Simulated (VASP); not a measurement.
Given:

```
CELL_PARAMETERS angstrom
      0.00000     2.26893     2.26893
      2.26893     0.00000     2.26893
      2.26893     2.26893     0.00000
ATOMIC_POSITIONS crystal
  B  0.00000 0.00000 0.00000
  P  0.25000 0.25000 0.25000
```

Calculation: vdW-DF-cx, VASP's PBE PAW potentials (set 64) (plane waves; VASP). Run with 520 eV cut-off, 11×11×11 Γ-centred mesh, tetrahedra with Blöchl corrections, potentials B P.

### Question
Estimate the energy per atom (σ→0).

### Answer

- energy per atom (σ→0) = -540.6 kJ/mol of atoms

The compound is BP in the zinc blende structure. It was relaxed first.
